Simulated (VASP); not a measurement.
VASP ran on this input.

POSCAR:
```
BaTe
1
    0.0000000000     3.0379207369     3.0379207369
    3.0379207369     0.0000000000     3.0379207369
    3.0379207369     3.0379207369     0.0000000000
Ba Te
1 1
Direct
  0.0000000000   0.0000000000   0.0000000000
  0.5000000000   0.5000000000   0.5000000000
```

**INCAR**
```
# general
SYSTEM  = BaTe
PREC    = Accurate
ENCUT   = 500
LREAL   = .FALSE.
LASPH   = .TRUE.

# electronic loop
EDIFF   = 1E-6   # SCF stop (eV)
NELM    = 100   # most electronic steps
ALGO    = Normal   # blocked Davidson
LMAXMIX = 4   # l cut-off of mixed one-centre charges

# smearing
ISMEAR  = 1   # Methfessel-Paxton
SIGMA   = 0.1

# ions
IBRION  = 2   # conjugate gradients
NSW     = 40   # most ionic steps
ISIF    = 3
EDIFFG  = -0.02   # ionic stop
PSTRESS = 450   # kbar

# output
LWAVE   = .FALSE.
LCHARG  = .FALSE.
```

File KPOINTS:
```
Automatic
0
gamma
10 10 10
```

POTCAR, in this order: Ba_sv Te (LDA.64 set). Program: vasp_std.

Question: Write an equivalent input for Ansatz.

Answer: One equivalent input (not run):
Ansatz 0.2 input:
```yaml
crystal:
  lattice:
    - [0.0000000, 3.0379207, 3.0379207]
    - [3.0379207, 0.0000000, 3.0379207]
    - [3.0379207, 3.0379207, 0.0000000]
  atoms:
    - { symbol: Ba, position: [0.0000000, 0.0000000, 0.0000000] }
    - { symbol: Te, position: [0.5000000, 0.5000000, 0.5000000] }
kpoints:
  mp_grid: { grid: [10, 10, 10] }
hamiltonian:
  xc: lda
  pseudopotentials: { kind: paw }
scf:
  occupations: { method: methfessel_paxton, width: 0.1 }
  max_iter: 100
relax:
  max_steps: 40
  f_tol: 0.02
  cell: { p_target: 45 }
output: { forces: true, stress: true, eigenvalues: true }
```
What does not carry over: each code has its own PAW files, so the cut-off isn't converted (ENCUT is set for VASP's; basis.ecutwfc is left out, and Ansatz then takes the one that its files recommend); Ansatz stops its SCF on the density residual and VASP on the energy change (EDIFF); Ansatz's lda is the Perdew-Wang form, while the LDA potentials of VASP carry Perdew-Zunger's.

The compound is BaTe in the rock salt structure. This run relaxes it under an external pressure of 45 GPa. Symmetry was kept, so distortions that lower it aren't found.
